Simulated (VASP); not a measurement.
Data:

```yaml
crystal:
  lattice:
    - [0.00000, 2.84503, 2.84503]
    - [2.84503, 0.00000, 2.84503]
    - [2.84503, 2.84503, 0.00000]
  atoms:
    - { symbol: Sn, position: [0.00000, 0.00000, 0.00000] }
    - { symbol: Se, position: [0.50000, 0.50000, 0.50000] }
```

Calculation: PBEsol GGA, VASP's PBE PAW potentials (set 64) (plane waves; VASP). Numerical set-up: 500 eV cut-off, 8×8×8 Γ-centred mesh, Gaussian smearing of 0.050 eV, potentials Sn_d Se.

Q: Estimate the energy per atom (σ→0), pressure.

A: 
- energy per atom (σ→0) = -4.402 eV/atom
- pressure = 9.93 GPa

The absolute energy has meaning only against runs of the same code, potentials and settings.

The structure was generated: SnSe was put into the rock salt type (Fm-3m), which need not be its known phase. It was relaxed first under an external pressure of 10 GPa.
